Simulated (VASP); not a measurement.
Input:

```yaml
crystal:
  lattice:
    - [-1.63710, 1.63710, 4.00350]
    - [1.63710, -1.63710, 4.00350]
    - [1.63710, 1.63710, -4.00350]
  atoms:
    - { symbol: Si, position: [0.66500, 0.66500, 0.00000] }
    - { symbol: Si, position: [0.33500, 0.33500, 0.00000] }
    - { symbol: Mo, position: [0.00000, 0.00000, 0.00000] }
```

Method: PBE GGA, VASP's PBE PAW potentials (set 64) (plane waves; VASP). Numerical set-up: EDIFF = 1E-2, 400 eV cut-off, 12×12×12 Γ-centred mesh, first-order Methfessel-Paxton smearing of 0.10 eV, potentials Si Mo_sv.

Task: Give the force on each atom (eV/Å).

Result: 
| atom | Fx | Fy | Fz |
|---|---|---|---|
| Si1 | 0.000 | 0.000 | -0.122 |
| Si2 | 0.000 | 0.000 | 0.122 |
| Mo3 | 0.000 | 0.000 | 0.000 |

Task: Give the stress tensor in GPa (positive for a compressed cell).

Result: 
```
-9.02   0.00   0.00
 0.00  -9.02   0.00
 0.00   0.00  -9.99
```
The pressure is its mean diagonal, -9.35 GPa.

The compound is MoSi2 in the MoSi2 type structure. The cell was not relaxed at this level. The run is one of a series of settings (EDIFF = 1E-2 against the base run), some of them coarse on purpose.
